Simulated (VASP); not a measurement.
MgO:

```
Mg O
1.0
     0.00000    2.12248    2.12248
     2.12248    0.00000    2.12248
     2.12248    2.12248    0.00000
Mg O
1 1
Direct
  0.00000 0.00000 0.00000
  0.50000 0.50000 0.50000
```

Base run:

- Program: VASP 6.6.1
- Functional: TB-mBJ
- Potentials or basis: VASP PAW PBE potentials, release 64 (Mg, O)
- Cutoff: 520 eV
- k mesh: 12 × 12 × 12
- Occupations: gaussian, width 0.03 eV
- Spin: no spin polarisation

Its results: band gap on the k mesh 6.53 eV, direct.

**Question.** The run is repeated on the same cell with these changes: functional from TB-mBJ to r2SCAN. What comes out?

**Answer.** Band gap on the k mesh 5.37 eV, direct.
